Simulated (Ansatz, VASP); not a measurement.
## Cross-check of Sn between VASP and Ansatz

Wanted: the spread between two codes on one cell, functional and k mesh. The structure shown is the start of the Ansatz relaxation below; VASP solves that cell, so the two are compared at the walk's first step.

Main program and level: Ansatz 0.2.0; plane waves, with VASP 6.6.1 beside it; single point at PBEsol.

## Step 1: The structure

It takes space group Imma (No. 74, orthorhombic). Conventional cell: a = 4.440 Å, b = 4.637 Å, c = 6.631 Å, α = 90.00°, β = 90.00°, γ = 90.00°. Sn has 4 Sn at 2.79 to 2.83 Å nearest.

## Step 2: Ansatz: relaxation, PBEsol

Ansatz runs on its PAW soft_1 files.

The two programs are compared at the cell with which this relaxation starts, whose forces are those of its first step.

Contents of input.yaml:

```yaml
crystal:
  lattice:
    - [-0.0697839379, 3.2092597377, 3.3155392632]
    - [3.2092597377, -0.0697839379, 3.3155392632]
    - [3.1394757999, 3.1394757999, 0.0]
  atoms:
    - { symbol: Sn, position: [0.4970675161, 0.4970675161, 0.5029324839] }
    - { symbol: Sn, position: [0.7529324839, 0.7529324839, 0.7470675161] }
  conventional_axes: [[0, 0, 1], [1, -1, 0], [1, 1, -1]]
kpoints:
  mp_grid: { grid: [12, 12, 12] }
hamiltonian:
  xc: pbesol
  pseudopotentials: { kind: paw, azcp: { folder: soft_1 }, xc_functional: pbe }
scf:
  occupations: { method: methfessel_paxton, width: 0.2 }
output:
  forces: true
  stress: true
  eigenvalues: true
relax:
  adjacent_minimum: "off"
  f_tol: 0.001
  max_steps: 60
  cell: { stress_tol: 0.01, fix: [a, angles] }
```

Command:

```bash
> ansatz run input.yaml --threads 4 --pin off --max-ram 10240MiB --backend cpu --events-out ev --progress --plain --runs-dir out
```

Numbers of over 12 decimals in the logs are rounded to 6 here.

Log:

```text
Engine: ansatz 0.2.0, x86_64-unknown-linux-gnu
Pseudopotentials: kind: paw
Pseudopotential: Sn, paw, valence charge 14, recommended cutoff 420 eV (normal), soft_1/Sn.paw.azcp
Functional definition: PBEsol
  exchange = pbesol_x
  correlation = pbesol_c
Crystal: 2 atoms, lattice volume = 68.263 Å³
Basis set: ecut = 420 eV, 1335 PW (Γ), exchange–correlation on 64×64×60 points (8 copies of the dense FFT grid, shifted against one another)
Bands: 18, of which v1, the nominal top of the filled ones, is band 14 counted from 1 (13 counted from 0)
Symmetry: 8 space group operations
Space group: Imma (ITA 74), of the structure as read, at distance tolerance 4.1e-5 Å
k-points: 280 of 1728
Non-local potential: Sn, projectors of the file, l = 0: 2, l = 1: 2, l = 2: 2, l = 3: 1
PAW form: soft (Blöchl's): semilocal exchange-correlation on the pseudo side does not see the compensation charge
PAW frozen core: Sn, regenerated for the run's functional, and the local potential with it (the file was generated under x = pbe(κ = 0.804, μ = 0.219515), c = pbe(β = 0.066725))
PAW one-centre angular grid: Sn, 590 points (default); XC on 64 Gauss nodes
Initial density: superposition of atomic densities (chi_scale 0.1, normalization cell)
Initial wavefunctions: pseudopotential atomic-orbital guess
Functional: x = pbesol(κ = 0.804, μ = 0.123457), c = pbesol(β = 0.046)
SCF iter   1: F=—  HF=-11899.697057 eV  |F-HF|=—  |Δ(HF+E_count)|=         —  Δρ=2.18e-2  dr2=3.42e-1  ethr=3.10e-3  ⟨swp⟩=5.6  Hψ=26556  notcnv=0
preconditioner: auto → Kerker (q_TF=auto, 2.352 Å⁻¹)  [metal: Δε(μ)=0.019 eV  Ē_g=19.950 eV  σ=0.200 eV  W_gap=0.08  n_scr=14 (ndim 8)  ℏωp=23.8 eV  f_vac=0.004  D(μ)=0.12/eV (n_scr^D=0)]
SCF iter   2: F=—  HF=-11899.655333 eV  |F-HF|=—  |Δ(HF+E_count)|=   4.17e-2  S|Δr|=    0.00e0  Δρ=1.42e-2  dr2=1.64e-1  ethr=1.22e-3  ⟨swp⟩=1.0  Hψ=7282  notcnv=0
SCF iter   3: F=—  HF=-11899.622897 eV  |F-HF|=—  |Δ(HF+E_count)|=   3.24e-2  S|Δr|=    0.00e0  Δρ=2.65e-3  dr2=1.33e-2  ethr=5.86e-4  ⟨swp⟩=1.0  Hψ=5040  notcnv=0
SCF iter   4: F=—  HF=-11899.623447 eV  |F-HF|=—  |Δ(HF+E_count)|=   5.50e-4  S|Δr|=    0.00e0  Δρ=1.45e-3  dr2=2.77e-3  ethr=4.76e-5  ⟨swp⟩=2.0  Hψ=6112  notcnv=0
SCF iter   5: F=—  HF=-11899.624555 eV  |F-HF|=—  |Δ(HF+E_count)|=   1.11e-3  S|Δr|=    0.00e0  Δρ=3.04e-4  dr2=8.64e-5  ethr=9.90e-6  ⟨swp⟩=2.0  Hψ=6163  notcnv=0
SCF iter   6: F=—  HF=-11899.624634 eV  |F-HF|=—  |Δ(HF+E_count)|=   7.92e-5  S|Δr|=    0.00e0  Δρ=5.98e-5  dr2=1.97e-6  ethr=3.09e-7  ⟨swp⟩=2.2  Hψ=6599  notcnv=0
SCF iter   7: F=—  HF=-11899.624641 eV  |F-HF|=—  |Δ(HF+E_count)|=   7.04e-6  S|Δr|=    0.00e0  Δρ=1.39e-5  dr2=1.73e-7  ethr=7.02e-9  ⟨swp⟩=2.3  Hψ=6989  notcnv=0
SCF iter   8: F=-11899.624642 eV  HF=-11899.624642 eV  |F-HF|=6.90e-9  |Δ(HF+E_count)|=   2.53e-7  S|Δr|=    0.00e0  Δρ=5.39e-6  dr2=2.75e-8  ethr=3.57e-10  ⟨swp⟩=7.0  Hψ=25724  notcnv=0
SCF 1 converged in 8 iterations: F = -11899.624642 eV  dr2 = 2.75e-8
  greatest PAW one-centre occupation: 0.991 electrons in one spin orbital (limit 2), on the Sn atom at site 1 (counted from 0), in its partial waves of l = 2
relax step   1: F+E_penalty+E_count = -11899.62464161 eV  Δ(F+E_penalty+E_count) = +0.000e0 eV  max|allowed force component| = 9.666e-2 eV/Å  Δτ_max = 0.0000 Å  P = +1.073 GPa  Ω = 68.263 Å³  fix = [a, alpha, beta, gamma]  reactions: a +2.865 GPa  (8 SCF iters, dr2 threshold 1.00e-7 eV, accepted)
[...]
relax step   3: F+E_penalty+E_count = -11899.62552474 eV  Δ(F+E_penalty+E_count) = -8.831e-4 eV  max|allowed force component| = 8.960e-3 eV/Å  Δτ_max = 0.0058 Å  P = +0.904 GPa  Ω = 68.485 Å³  energy of the carried Pulay correction = -9.556e-6 eV  fix = [a, alpha, beta, gamma]  reactions: a +2.511 GPa  (9 SCF iters, accepted)
[...]
relax step   4: F+E_penalty+E_count = -11899.62559245 eV  Δ(F+E_penalty+E_count) = -6.771e-5 eV  max|allowed force component| = 1.851e-3 eV/Å  Δτ_max = 0.0006 Å  P = +0.814 GPa  Ω = 68.617 Å³  energy of the carried Pulay correction = -1.522e-5 eV  fix = [a, alpha, beta, gamma]  reactions: a +2.414 GPa  (4 SCF iters, dr2 threshold 5.77e-8 eV, accepted)
[...]
relax step   5: F+E_penalty+E_count = -11899.62559350 eV  Δ(F+E_penalty+E_count) = -1.056e-6 eV  max|allowed force component| = 2.890e-5 eV/Å  Δτ_max = 0.0002 Å  P = +0.804 GPa  Ω = 68.632 Å³  energy of the carried Pulay correction = -1.588e-5 eV  fix = [a, alpha, beta, gamma]  reactions: a +2.410 GPa  (4 SCF iters, dr2 threshold 9.47e-10 eV, accepted)
[...]
relax step   6: F+E_penalty+E_count = -11899.62560966 eV  Δ(F+E_penalty+E_count) = -1.616e-5 eV  max|allowed force component| = 2.924e-5 eV/Å  Δτ_max = 0.0000 Å  P = +0.804 GPa  Ω = 68.632 Å³  fix = [a, alpha, beta, gamma]  reactions: a +2.410 GPa  stress off target by 1.48e-3 GPa on what of the cell is left free  SCF on the basis re-selected at this cell (its energy is not comparable with the rows above)  (6 SCF iters)
basis re-selected at this cell: Δ(F+E_penalty+E_count) = -1.616e-5 eV, ΔP = +0.000 GPa vs the last step (what re-selecting the basis moved, of the pressure what is left beyond the Pulay correction that the steps carried, after the strain that the cell walked since its last selection, with what the two solves' SCF thresholds leave and, on support functions, any second-order correction that the steps lacked; it is no m [...]
SCF converged after 6 iterations
Stability not checked: this state was not tested for a lower state beside it, because cold or Methfessel-Paxton smearing, or corrected tetrahedra, fill the levels in a way that the test cannot read (fill_not_monotonic; see scf.lower_state_search)
Free energy (F): -11899.625610 eV
Harris-Foulkes:  -11899.625610 eV  (|F-HF|=3.64e-12)
Internal energy: -11899.625951 eV  (E = F + TS)
E sigma→0 (E₀):  -11899.625695 eV
Entropy (-TS):   0.000341 eV (0.171 meV/atom)
Fermi energy:    7.691750 eV
Step filling:    the computed levels leave a gap of 0.0010 eV = 0.0 smearing widths at the electron count; against every level under it full and every level over it empty, smearing changes F+E_penalty+E_count by +0.070 meV and its σ→0 estimate by -0.016 meV
--- Per-component energies (eV) ---
  E_band       = -251.049437
  E_kinetic    = 337.232026
  E_local      = -2625.762460  (includes V_loc(G=0)·N_el)
  E_nonlocal   = 293.890690
  E_hartree    = 1276.403156
  E_xc         = -249.135884
  E_vxc        = -160.537883  (∫ρ·V_xc dr)
  E_paw        = -8592.679741  (= ΣΔE_a)
  E_vpaw       = -648.678708  (= ΣTr[D̂ρ^β])
  E_aug_tail   = 0.000577  (compensation charges beyond the density's cutoff)
  E_ewald      = -2340.143994
  E_core_change = 0.569679  (= ΣΔE_core)
  E_smearing   = 0.000341  (= −TS)
  E_closure    = -0.000000  (closes the sum)
  Σ components = -11899.625610   (vs F -11899.625610, Δ=0.00e0)
--- Forces (eV/Å), atoms counted from 1 ---
  atom   1  Sn    -0.00000000    -0.00000000     0.00002924
  atom   2  Sn     0.00000000     0.00000000    -0.00002924
  max |Σ_I F_I| component: 2.17e-18 eV/Å
--- Stress (GPa, compression-positive) ---
        1.205222       1.204995       0.000000
        1.204995       1.205222       0.000000
        0.000000       0.000000       0.001480
  P = ⅓ Tr σ = 0.8040 GPa (8.040 kbar)
--- Band table (eV; the first three rows and the last of 280) ---
  k-point 0: bands = [... 10 lower, -2.9243, 6.8917, 7.5769, 7.6393, 8.0639, 9.6501, 9.9186, 9.9706]
  k-point 1: bands = [... 10 lower, -2.8547, 6.1419, 7.5053, 7.5864, 8.1304, 9.8397, 10.0143, 10.3360]
  k-point 2: bands = [... 10 lower, -2.6484, 4.9418, 7.2225, 7.2649, 8.0528, 10.2537, 10.3338, 11.1661]
  k-point 279: bands = [... 10 lower, 0.0147, 0.1190, 5.1371, 5.5955, 8.2832, 8.9084, 15.2192, 15.4223]
--- Relaxed structure (5 steps of the walk, 4 accepted, 1 SCFs on fresh bases) ---
  F+E_penalty+E_count = -11899.62560966 eV   max|allowed force component| = 2.924e-5 eV/Å   (the final SCF, on the basis selected at the relaxed cell)
  cell:  # Å, volume = 68.6325 Å³
    - [-0.071012, 3.210487, 3.330966]
    - [3.210487, -0.071012, 3.330966]
    - [3.1394757999, 3.1394757999, 4.73449346652134e-11]
  atoms:
    - { symbol: Sn, position: [0.496133, 0.496133, 0.503867] }
    - { symbol: Sn, position: [0.753867, 0.753867, 0.746133] }
```

Reading the cycles: dr2 is the Hartree energy of the density residual (eV), the measure of convergence; HF is the Harris–Foulkes estimate of the energy, which meets the free energy F at convergence.

## Step 3: VASP: single point, PBEsol, start cell, pair 1

The same cell, functional, mesh and smearing now go to VASP, with its own data sets.

Lines of VASP's logs that name or quote its potential files are left out, and so is its time.

Contents of INCAR:

```
SYSTEM = Sn
PREC = Accurate
ENCUT = 400
EDIFF = 1E-06
NELM = 120
ISMEAR = 1
SIGMA = 0.2
LREAL = .FALSE.
ALGO = Normal
GGA = PS
NBANDS = 20
LORBIT = 11
LWAVE = .FALSE.
LCHARG = .FALSE.
ISIF = 2
LASPH = .TRUE.
GGA_COMPAT = .FALSE.
KPAR = 2
```

Contents of POSCAR:

```
Sn
1.0
   -0.0697840000      3.2092600000      3.3155390000
    3.2092600000     -0.0697840000      3.3155390000
    3.1394760000      3.1394760000      0.0000000000
Sn
2
Direct
    0.4970675959      0.4970675959      0.5029324041
    0.7529324795      0.7529324795      0.7470675205
```

Contents of KPOINTS:

```
Automatic mesh
0
Gamma
12 12 12
0 0 0
```

The projector-augmented-wave data sets are Sn_d (PBE family, release 64).

Command:

```bash
> mpirun -np 2 vasp_std
```

Log:

```text
[banner, memory and clock lines left out]
running    2 mpi-ranks, on    1 nodes
 distrk:  each k-point on    1 cores,    2 groups
 distr:  one band on    1 cores,    1 groups

 POSCAR found type information on POSCAR Sn
 POSCAR found :  1 types and       2 ions
|                                                                             |
|               ----> ADVICE to this user running VASP <----                  |
|                                                                             |
|     You enforced a specific xc type in the INCAR file but a different       |
|     [... a line on the potential file left out ...]
|     I HOPE YOU KNOW WHAT YOU ARE DOING!                                     |
|                                                                             |

 LDA part: xc-table for (Slater+PW92), standard interpolation
 POSCAR, INCAR and KPOINTS ok, starting setup
 FFT: planning ... GRIDC
 FFT: planning ... GRID_SOFT
 FFT: planning ... GRID
 WAVECAR not read
 entering main loop
       N       E                     dE             d eps       ncg     rms          rms(c)
DAV:   1     0.206645398975E+03    0.20665E+03   -0.13268E+04 11316   0.176E+03
DAV:   2     0.127851521799E+02   -0.19386E+03   -0.19037E+03 11248   0.402E+02
DAV:   3    -0.790194990398E+01   -0.20687E+02   -0.20581E+02 12920   0.134E+02
DAV:   4    -0.852858695398E+01   -0.62664E+00   -0.62636E+00 12624   0.267E+01
DAV:   5    -0.854946527048E+01   -0.20878E-01   -0.20878E-01 15108   0.465E+00    0.328E+00
DAV:   6    -0.847702162663E+01    0.72444E-01   -0.44052E-02 15092   0.275E+00    0.185E+00
DAV:   7    -0.844248442830E+01    0.34537E-01   -0.57595E-02 12520   0.267E+00    0.168E-01
DAV:   8    -0.844340479809E+01   -0.92037E-03   -0.72876E-03 12352   0.103E+00    0.555E-02
DAV:   9    -0.844363972419E+01   -0.23493E-03   -0.33664E-04 14128   0.145E-01    0.167E-02
DAV:  10    -0.844366149253E+01   -0.21768E-04   -0.30448E-05 12736   0.469E-02    0.524E-03
DAV:  11    -0.844366339311E+01   -0.19006E-05   -0.35977E-06 10000   0.145E-02    0.172E-03
DAV:  12    -0.844366337520E+01    0.17913E-07   -0.69909E-07  9092   0.973E-03
   1 F= -.84436634E+01 E0= -.84437385E+01  d E =0.225507E-03
```

OUTCAR, selected parts (step 3):

```text
ion  position               nearest neighbor table
   1  0.497  0.497  0.503-   2 2.79   2 2.79   2 2.83   2 2.83
   2  0.753  0.753  0.747-   1 2.79   1 2.79   1 2.83   1 2.83

  LATTYP: Found a body centered orthorhombic cell.
 ALAT       =     4.4398895379
 B/A-ratio  =     1.0444558264
 C/A-ratio  =     1.4935231932

 Subroutine GETGRP returns: Found  8 space group operations
 (whereof  4 operations were pure point group operations)

The static configuration has the point symmetry C_2v.
 The point group associated with its full space group is D_2h.

 Found    280 irreducible k-points:

   k-points           NKPTS =    280   k-points in BZ     NKDIM =    280   number of bands    NBANDS=     20

   dimension x,y,z NGX =    30 NGY =   30 NGZ =   30
   dimension x,y,z NGXF=    60 NGYF=   60 NGZF=   60

   ENCUT  =  400.0 eV  29.40 Ry    5.42 a.u.   7.53  7.53  7.24*2*pi/ulx,y,z

   NELECT =      28.0000    total number of electrons

 k-points in reciprocal lattice and weights: Automatic mesh
   0.00000000  0.00000000  0.00000000       0.001
   0.08333333  0.00000000  0.00000000       0.002
   0.16666667 -0.00000000  0.00000000       0.002
   0.25000000  0.00000000  0.00000000       0.002
   0.33333333  0.00000000  0.00000000       0.002
   0.41666667  0.00000000  0.00000000       0.002
   0.50000000  0.00000000  0.00000000       0.001
   0.08333333  0.08333333  0.00000000       0.001
   0.16666667  0.08333333  0.00000000       0.002
[...]
0.25000000  0.25000000  0.50000000       0.001
  -0.25000000  0.25000000  0.50000000       0.001

 average (electrostatic) potential at core
       1-101.3088       2-101.3088

 E-fermi :   5.5082

 k-point     1 :       0.0000    0.0000    0.0000
  band No.  band energies     occupation
    ...
     10     -15.6992      2.00000
     11      -5.1371      2.00000
     12       4.7621      2.00000
     13       5.4209      1.66643
     14       5.4958      1.10499
     15       5.8366     -0.04228
     16       7.4520     -0.00000
     17       7.7801     -0.00000
     18       7.7865     -0.00000
     19      10.3789      0.00000
    ...

 k-point     2 :       0.0833    0.0000    0.0000
  band No.  band energies     occupation
    ...
      9     -15.7090      2.00000
     10     -15.6899      2.00000
     11      -5.0720      2.00000
     12       3.8266      2.00000
     13       5.3069      2.05153
     14       5.6975     -0.03734
     15       6.0036     -0.00257
     16       7.7621     -0.00000
     17       7.9247     -0.00000
     18       7.9582     -0.00000
    ...

 k-point     3 :       0.1667   -0.0000    0.0000
  band No.  band energies     occupation
    ...
     10     -15.6759      2.00000
     11      -4.8797      2.00000
     12       2.5613      2.00000
     13       5.0182      2.00289
     14       5.4029      1.76834
     15       6.1033     -0.00021
     16       8.2220     -0.00000
     17       8.3373     -0.00000
     18       8.7267     -0.00000
     19      11.4561      0.00000
    ...

  Total        0.5794729      0.5794729      0.1312814      0.6160691      0.0000000      0.0000000
  in kB       13.6005087     13.6005087      3.0812384     14.4594386      0.0000000      0.0000000
  external PRESSURE =      10.0940852 kB  Pullay stress =       0.0000000 kB

  energy-cutoff  :      400.00
  volume of cell :       68.26
      direct lattice vectors                 reciprocal lattice vectors
    -0.069784000  3.209260000  3.315539000    -0.152483468  0.152483468  0.150805043
     3.209260000 -0.069784000  3.315539000     0.152483468 -0.152483468  0.150805043
     3.139476000  3.139476000  0.000000000     0.159262246  0.159262246 -0.150805043

 POSITION                                       TOTAL-FORCE (eV/Angst)
 -----------------------------------------------------------------------------------
      3.13948      3.13948      3.29609         0.000000      0.000000     -0.095167
      4.70921      4.70921      4.99275        -0.000000     -0.000000      0.095167
 -----------------------------------------------------------------------------------
    total drift:                               -0.000000      0.000000      0.000000

  FREE ENERGIE OF THE ION-ELECTRON SYSTEM (eV)
  ---------------------------------------------------
  free  energy   TOTEN  =        -8.4436633752 eV

  energy  without entropy=       -8.4438888825  energy(sigma->0) =       -8.44373854

 total charge
# of ion       s       p       d       tot
------------------------------------------
    1        1.164   1.211   9.971  12.345
    2        1.164   1.211   9.971  12.345
--------------------------------------------------
tot          2.328   2.422  19.941  24.690

[... 3 further parts left out ...]
```

The run ends at a pressure of 1.01 GPa, with forces up to 0.095 eV/Å.

## Step 4: Differences

Known differences besides the potentials themselves: the cutoff is 420 eV in Ansatz and 400 eV in VASP; Ansatz makes its cores anew for this functional, VASP keeps those of its PBE data sets. Total energies have different zeros and are not compared.

Forces (eV/Å; atoms numbered as in POSCAR):

| atom | Ansatz x, y, z | VASP x, y, z |
| --- | --- | --- |
| Sn1 | 0.000, 0.000, -0.097 | 0.000, 0.000, -0.095 |
| Sn2 | 0.000, 0.000, 0.097 | 0.000, 0.000, 0.095 |

The forces differ by 0.9 meV/Å r.m.s., which is 1.6 % of the r.m.s. force of 0.055 eV/Å (both taken over all components).

## Step 5: Ansatz: relaxation, PBEsol

The two programs are compared at the cell with which this relaxation starts, whose forces are those of its first step. The cell compared in this pair holds 68.60 Å³, against 68.26 Å³ for the pair before.

The structure compared here is the start of the Ansatz relaxation; VASP solves that cell, so the two are compared at the walk's first step.

input.yaml, the sections that differ from step 2:

```yaml
crystal:
  lattice:
    - [-0.0520569986, 3.2242356714, 3.300336088]
    - [3.2242356714, -0.0520569986, 3.300336088]
    - [3.1721786728, 3.1721786728, 0.0]
  atoms:
    - { symbol: Sn, position: [0.4980273146, 0.4980273146, 0.5019726854] }
    - { symbol: Sn, position: [0.7519726854, 0.7519726854, 0.7480273146] }
  conventional_axes: [[0, 0, 1], [1, -1, 0], [1, 1, -1]]
# kpoints, hamiltonian, scf, output, relax: as in step 2
```

Command:

```bash
> ansatz run input.yaml --threads 4 --pin off --max-ram 10240MiB --backend cpu --events-out ev --progress --plain --runs-dir out
```

Log:

```text
[...]
Crystal: 2 atoms, lattice volume = 68.601 Å³
Basis set: ecut = 420 eV, 1351 PW (Γ), exchange–correlation on 64×64×60 points (8 copies of the dense FFT grid, shifted against one another)
Bands: 18, of which v1, the nominal top of the filled ones, is band 14 counted from 1 (13 counted from 0)
Symmetry: 8 space group operations
[...]
k-points: 280 of 1728
[...]
k-point 279: bands = [... 10 lower, 0.0025, 0.0837, 5.1089, 5.4471, 8.2631, 8.7268, 15.1521, 15.3139]
--- Relaxed structure (5 steps of the walk, 4 accepted, 1 SCFs on fresh bases) ---
[...]
cell:  # Å, volume = 68.9746 Å³
    - [-0.053433, 3.225611, 3.315539]
    - [3.225611, -0.053433, 3.315539]
    - [3.172179, 3.172179, 0.0]
  atoms:
    - { symbol: Sn, position: [0.497068, 0.497068, 0.502932] }
    - { symbol: Sn, position: [0.752932, 0.752932, 0.747068] }
[key lines of the parts left out:]
SCF converged after 5 iterations
Free energy (F): -11899.634880 eV
Fermi energy:    7.608913 eV
P = ⅓ Tr σ = 0.5882 GPa (5.882 kbar)
```

(Part 1 of 2 ends here.)

[Lines on the potential files, build, host, timing and source positions are cut from VASP's logs without a mark.]

[Logs are printed without paths, hosts, clocks, repeated set-up lines and the standing remarks that a program may print on its own settings, such as how far it seeks lower states.]

[Hosts, paths, dates, database ids (printed as entryN), source tags and the programs' standing remarks are cut or masked in the printed files.]
